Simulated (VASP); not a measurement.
Method: PBE GGA with D3 dispersion (Becke-Johnson damping), VASP's PBE PAW potentials (set 64) (plane waves; VASP).

Input for VASP

KPOINTS:
```
Automatic mesh
0
Gamma
9 9 9
0 0 0
```

### POSCAR
```
CaO
1
    0.0000000000     2.4050000000     2.4050000000
    2.4050000000     0.0000000000     2.4050000000
    2.4050000000     2.4050000000     0.0000000000
Ca O
1 1
Direct
  0.0000000000   0.0000000000   0.0000000000
  0.5000000000   0.5000000000   0.5000000000
```

### INCAR
```
SYSTEM  =  CaO
PREC  =  Accurate; ENCUT  =  520; LREAL  =  .FALSE.
LASPH  =  .TRUE.
EDIFF  =  1E-6; NELM  =  100; ALGO  =  Normal
ISMEAR  =  0; SIGMA  =  0.05
GGA  =  PE; IVDW  =  12
IBRION  =  2; NSW  =  60; ISIF  =  3
EDIFFG  =  -0.01
LWAVE  =  .FALSE.; LCHARG  =  .FALSE.
```

POTCAR, in this order: Ca_sv O (PBE.64 set). Program: vasp_std.

### Question
Predict the energy per atom (σ→0), dispersion energy, volume per atom.

### Answer

```json
{
 "energy per atom (σ→0)": "-6.673 eV/atom",
 "dispersion_energy": "-549 meV",
 "volume_per_atom": "13.76 Å³/atom"
}
```

### OSZICAR
```
...
DAV:   2    -0.127974072010E+02    0.18294E-02   -0.69810E-03   932   0.815E-01    0.124E-01
DAV:   3    -0.127970603246E+02    0.34688E-03   -0.83061E-04  1436   0.376E-01    0.482E-02
DAV:   4    -0.127970203956E+02    0.39929E-04   -0.32744E-04  1336   0.168E-01    0.157E-02
DAV:   5    -0.127970218321E+02   -0.14365E-05   -0.30441E-06  1020   0.203E-02    0.146E-02
DAV:   6    -0.127970313962E+02   -0.95641E-05   -0.17458E-05  1340   0.246E-02    0.615E-03
DAV:   7    -0.127970302052E+02    0.11910E-05   -0.16467E-06   920   0.128E-02    0.811E-04
DAV:   8    -0.127970305237E+02   -0.31844E-06   -0.17668E-07   420   0.441E-03
   3 F= -.13346371E+02 E0= -.13346371E+02  d E =-.118467E-02
```

The compound is CaO in the rock salt structure. This run relaxes it. Symmetry was kept, so distortions that lower it aren't found.
